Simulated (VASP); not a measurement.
These are PBEsol GGA, VASP's PBE PAW potentials (set 64) (plane waves; VASP) values and carry that method's errors.

A VASP calculation is set up with these files.

File KPOINTS:
```
Automatic mesh
0
Gamma
5 5 10
0 0 0
```

INCAR:
```
# general
SYSTEM   =  Ga4AsSb3
PREC     =  Accurate
ENCUT    =  400   # plane-wave cut-off (eV)
LREAL    =  .FALSE.
LASPH    =  .TRUE.   # aspherical one-centre terms

# electronic loop
EDIFF    =  1E-7
NELM     =  100
ALGO     =  Normal   # blocked Davidson
LMAXMIX  =  4

# smearing
ISMEAR   =  -5

# functional
GGA      =  PS   # PBEsol

# ions
ISIF     =  2   # forces and stress, cell fixed

# output
LWAVE    =  .FALSE.
LCHARG   =  .TRUE.
LORBIT   =  11   # lm-projected
NEDOS    =  601   # DOS grid
```

**POSCAR**
```
Ga4AsSb3
6.0030940
 -0.0000701741   0.9999999467   0.9988607538
  0.9999999467  -0.0000701741   0.9988607538
  0.4999648863   0.4999648863   0.0000000000
Ga Sb As
4 3 1
Cartesian
  0.9999297726   0.9999297726   1.9968254456
  0.5099570739   0.9899375849   1.4895405188
  0.9899375849   0.5099570739   1.4895405188
  0.9999297726   0.9999297726   1.0169003424
  0.2499824432   0.2499824432   0.2504517807
  0.7496330908   0.2502966817   0.7488148695
  0.2502966817   0.7496330908   0.7488148695
  0.7499473294   0.7499473294   1.2488584391
```

POTCAR, in this order: Ga_d Sb As (PBE.64 set). Program: vasp_std.

The resulting files:

OUTCAR:
```
 ion  position               nearest neighbor table
   1  1.000  1.000  0.001-   6 2.60   7 2.60   5 2.60   5 2.60
   2  0.986  0.506  0.009-   8 2.50   6 2.63   6 2.63   5 2.64
   3  0.506  0.986  0.009-   8 2.50   7 2.63   7 2.63   5 2.64
   4  0.509  0.509  0.982-   8 2.54   8 2.54   6 2.66   7 2.66
   5  0.125  0.125  0.249-   1 2.60   1 2.60   2 2.64   3 2.64
   6  0.125  0.624  0.250-   1 2.60   2 2.63   2 2.63   4 2.66
   7  0.624  0.125  0.250-   1 2.60   3 2.63   3 2.63   4 2.66
   8  0.625  0.625  0.250-   2 2.50   3 2.50   4 2.54   4 2.54
  LATTYP: Found a base centered orthorhombic cell.
 ALAT       =     8.4902522526
 B/A-ratio  =     1.4125033791
 C/A-ratio  =     0.4999298308
 Subroutine PRICEL returns:
 Original cell was already a primitive cell.
 Subroutine GETGRP returns: Found  4 space group operations
The static configuration has the point symmetry C_2v.
The dynamic configuration has the point symmetry C_2v.
 Subroutine INISYM returns: Found  4 space group operations
 Subroutine IBZKPT returns following result:
 Found     54 irreducible k-points:

 Following reciprocal coordinates:
            Coordinates               Weight
  0.000000  0.000000  0.000000      1.000000
...
```

OSZICAR:
```
       N       E                     dE             d eps       ncg     rms          rms(c)
DAV:   1     0.527858306565E+03    0.52786E+03   -0.28151E+04  4754   0.187E+03
DAV:   2     0.451685759216E+02   -0.48269E+03   -0.47249E+03  5115   0.475E+02
DAV:   3    -0.294663641077E+02   -0.74635E+02   -0.72955E+02  5254   0.150E+02
DAV:   4    -0.337376081202E+02   -0.42712E+01   -0.42371E+01  5751   0.373E+01
DAV:   5    -0.338476091857E+02   -0.11000E+00   -0.10978E+00  5947   0.586E+00    0.631E+00
DAV:   6    -0.334600096727E+02    0.38760E+00   -0.63568E-01  6243   0.951E+00    0.374E+00
DAV:   7    -0.333540800572E+02    0.10593E+00   -0.39560E-01  5406   0.395E+00    0.728E-01
DAV:   8    -0.333530123957E+02    0.10677E-02   -0.78999E-02  5881   0.278E+00    0.180E-01
DAV:   9    -0.333541457013E+02   -0.11333E-02   -0.92303E-03  6013   0.818E-01    0.887E-02
DAV:  10    -0.333542822708E+02   -0.13657E-03   -0.71581E-04  5584   0.220E-01    0.495E-02
DAV:  11    -0.333544013538E+02   -0.11908E-03   -0.26179E-04  5923   0.816E-02    0.100E-02
DAV:  12    -0.333544005931E+02    0.76075E-06   -0.31635E-05  5523   0.324E-02    0.791E-03
DAV:  13    -0.333544023574E+02   -0.17643E-05   -0.63176E-06  5508   0.127E-02    0.315E-03
DAV:  14    -0.333544030433E+02   -0.68590E-06   -0.13999E-06  5077   0.568E-03    0.117E-03
DAV:  15    -0.333544032241E+02   -0.18084E-06   -0.30347E-07  4129   0.293E-03    0.801E-04
DAV:  16    -0.333544032134E+02    0.10739E-07   -0.45426E-08  2835   0.163E-03
   1 F= -.33354403E+02 E0= -.33354403E+02  d E =0.000000E+00
```

File OUTCAR:
```
------------------------ aborting loop because EDIFF is reached ----------------------------------------
  FORCE on cell =-STRESS in cart. coord.  units (eV):
  Direction    XX          YY          ZZ          XY          YZ          ZX
  --------------------------------------------------------------------------------------
  Total       -0.0321286     -0.0321286      0.0790269      0.0130953      0.0000000      0.0000000
  in kB       -0.2382169     -0.2382169      0.5859427      0.0970947      0.0000000      0.0000000
  external PRESSURE =       0.0365030 kB  Pullay stress =       0.0000000 kB
  volume of cell :      216.09
      direct lattice vectors                 reciprocal lattice vectors
    -0.000421262  6.003093680  5.996254998    -0.083284543  0.083284543  0.083385380
     6.003093680 -0.000421262  5.996254998     0.083284543 -0.083284543  0.083385380
     3.001336209  3.001336209  0.000000000     0.166592466  0.166592466 -0.166770759
 POSITION                                       TOTAL-FORCE (eV/Angst)
 -----------------------------------------------------------------------------------
      6.00267      6.00267     11.98713         0.000000      0.000000     -0.004775
      3.06132      5.94269      8.94185         0.000459     -0.000459     -0.011844
      5.94269      3.06132      8.94185        -0.000459      0.000459     -0.011844
      6.00267      6.00267      6.10455        -0.000000      0.000000     -0.013591
      1.50067      1.50067      1.50349        -0.000000     -0.000000      0.008178
      4.50012      1.50255      4.49521         0.005996     -0.005996      0.012915
      1.50255      4.50012      4.49521        -0.005996      0.005996      0.012915
      4.50200      4.50200      7.49701        -0.000000     -0.000000      0.008046
 -----------------------------------------------------------------------------------
    total drift:                                0.000002      0.000002     -0.000313
  FREE ENERGIE OF THE ION-ELECTRON SYSTEM (eV)
  ---------------------------------------------------
  free  energy   TOTEN  =       -33.3544032134 eV

  energy  without entropy=      -33.3544032134  energy(sigma->0) =      -33.35440321

 total charge

# of ion       s       p       d       tot
------------------------------------------
    1        0.908   0.823   9.969  11.700
    2        0.904   0.773   9.970  11.647
    3        0.904   0.773   9.970  11.647
    4        0.902   0.721   9.969  11.592
    5        1.128   1.361   0.029   2.518
    6        1.129   1.355   0.028   2.513
    7        1.129   1.355   0.028   2.513
    8        1.225   1.514   0.027   2.766
--------------------------------------------------
tot          8.230   8.676  39.991  56.897
```
(Selected blocks of OUTCAR.)

The structure was generated: Ga4AsSb3 was put into an ordered model structure (Amm2), which need not be its known phase. It was relaxed first.
